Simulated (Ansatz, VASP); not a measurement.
**Cd3SbN in VASP and in Ansatz**

```
Sb N Cd
1.0
     4.90000    0.00000    0.00000
     0.00000    4.90000    0.00000
     0.00000    0.00000    4.90000
Sb N Cd
1 1 3
Direct
  0.00000 0.00000 0.00000
  0.50000 0.50000 0.50000
  0.50000 0.50000 0.00000
  0.50000 0.00000 0.50000
  0.00000 0.50000 0.50000
```

The cell comes from a database or a generator and needn't be the stable form of this composition.

Alike in both runs: task single point; functional PBEsol; k mesh 4 × 4 × 4; occupations gaussian, width 0.05 eV; no spin polarisation.

|  | VASP | Ansatz |
| --- | --- | --- |
| version | VASP 6.6.1 | Ansatz 0.2.0 |
| potentials or method | VASP PAW PBE potentials, release 64 (Sb, N, Cd) | scalar-relativistic, plane waves, PAW |
| plane-wave cutoff (eV) | 520 | 420 |
| valence electrons in the cell | 46 | 80 |

Ansatz gave:

* gap on the k mesh at the Fermi level (eV): none
* pressure (GPa): -10.2

Task: What did VASP give for the same quantities?

Result: gap on the k mesh at the Fermi level (eV): none; pressure (GPa): -9.8.

A gap of «none» marks a metal or a gap that the smearing closes. The two sets of potentials don't hold the same shells in valence.

Caveats: the PAW data sets were made with another functional, which shifts forces and pressure a little (VASP). The runs have no spin-orbit coupling, so splittings on Sb are missing.
